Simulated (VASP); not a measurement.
```xyz
4
Lattice="3.2664 0.0000 0.0000 -1.6332 2.8288 0.0000 0.0000 0.0000 5.2588" Properties=species:S:1:pos:R:3 pbc="T T T"
Zn     0.0000     1.8858     2.6265
Zn     1.6332     0.9429     5.2559
O      1.6332     0.9429     1.9960
O      0.0000     1.8858     4.6254
```

Calculation: PBE GGA with D3 dispersion (Becke-Johnson damping), VASP's PBE PAW potentials (set 64) (plane waves; VASP 6.6.1). Numerical set-up: 520 eV cut-off, 18×18×10 Γ-centred mesh, Gaussian smearing of 0.010 eV, potentials Zn O.

Task: The job: ZnO (space group P6_3mc), 4 atoms, PBE-D3(BJ), optics run with many empty bands, 520 eV, 18×18×10 Γ-centred mesh. Roughly how much core time does it take on a busy server core?

Result: About 4 core-minutes (one run on a shared machine, a rough figure). It had 222 irreducible k-points, 66 bands, up to 1326 plane waves and 15 electronic steps.

The structure comes from a measured ZnO entry (P6_3mc) of the Crystallography Open Database, whose conditions weren't checked. It was relaxed first.
